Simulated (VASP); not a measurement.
```
CELL_PARAMETERS angstrom
      4.02128    -2.19293    -0.00189
      4.02128     2.19293    -0.00189
      2.82710     0.00000     3.60376
ATOMIC_POSITIONS crystal
  Sb 0.23296 0.23296 0.23296
  Sb 0.76704 0.76704 0.76704
```

These are PBE GGA, VASP's PBE PAW potentials (set 64) (plane waves; VASP) values and carry that method's errors. Run with 480 eV cut-off, 8×8×8 Γ-centred mesh, Gaussian smearing of 0.050 eV, potentials Sb.

Energy and stress use the plane-wave basis of the starting cell.

The ions, cell shape and volume at an external pressure of 2.0 GPa are relaxed. Predict the relaxed structure.

```
CELL_PARAMETERS angstrom
      3.90717    -2.17050    -0.02605
      3.90717     2.17050    -0.02605
      2.72520     0.00000     3.54274
ATOMIC_POSITIONS crystal
  Sb 0.23550 0.23550 0.23550
  Sb 0.76450 0.76450 0.76450
```
Space group R-3m (166), at a tolerance of 0.03 Å.

How do energy and volume change from the first to the last step?

The energy (σ→0) changes by +9.7 meV/atom and the volume by -5.0 %, in 10 ionic steps.

```csv
step,E(σ→0) (eV),max force (eV/Å),pressure (GPa),volume (Å³)
1,-8.2817,0.009,0.01,63.58
2,-8.2460,0.297,3.36,60.02
3,-8.2681,0.174,1.99,61.34
4,-8.2675,0.119,2.00,61.09
5,-8.2611,0.024,2.06,60.33
6,-8.2617,0.014,2.06,60.38
7,-8.2633,0.014,1.92,60.48
8,-8.2637,0.013,1.89,60.51
9,-8.2606,0.019,2.14,60.27
10,-8.2623,0.002,2.00,60.40
```

The compound is Sb in the a7 structure. This run relaxes it under an external pressure of 2 GPa. Symmetry was kept, so distortions that lower it aren't found.
